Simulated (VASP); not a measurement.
Elastic constants (GPa) of a crystal from PBE GGA, VASP's PBE PAW potentials (set 64) (VASP):

```json
[
 {"": "xx", "xx": "493.8", "yy": "101.1", "zz": "48.6", "yz": "0.0", "xz": "0.0", "xy": "0.0"},
 {"": "yy", "xx": "101.1", "yy": "493.8", "zz": "48.6", "yz": "0.0", "xz": "0.0", "xy": "0.0"},
 {"": "zz", "xx": "48.6", "yy": "48.6", "zz": "532.7", "yz": "0.0", "xz": "0.0", "xy": "0.0"},
 {"": "yz", "xx": "0.0", "yy": "0.0", "zz": "0.0", "yz": "151.1", "xz": "0.0", "xy": "0.0"},
 {"": "xz", "xx": "0.0", "yy": "0.0", "zz": "0.0", "yz": "0.0", "xz": "151.1", "xy": "0.0"},
 {"": "xy", "xx": "0.0", "yy": "0.0", "zz": "0.0", "yz": "0.0", "xz": "0.0", "xy": "196.3"}
]
```

Question: Work out the Voigt, Reuss and Hill moduli, Young's modulus and Poisson's ratio.

Answer: All eigenvalues are positive (smallest 151.1 GPa), so the crystal is stable. K_V = (C11+C22+C33+2(C12+C13+C23))/9 = (1520.3 + 2×198.3)/9 = 213.0 GPa; G_V = (1520.3 − 198.3 + 3×498.5)/15 = 187.8 GPa. From the compliances, K_R = 213.0 GPa and G_R = 181.7 GPa. Hill: K = 213.0 GPa, G = 184.8 GPa, E = 9KG/(3K+G) = 430.0 GPa, ν = (3K−2G)/(2(3K+G)) = 0.164. K/G = 1.15, below Pugh's 1.75; universal anisotropy A^U = 0.17.

Question: With a density of 3.17 g/cm³, what are the mean sound speeds?

Answer: v_l = √((K+4G/3)/ρ) = 12.04 km/s and v_t = √(G/ρ) = 7.63 km/s. The crystal is SiC (wurtzite), hexagonal.

The compound is SiC in the wurtzite structure, the rare 2H polytype. It was relaxed first.
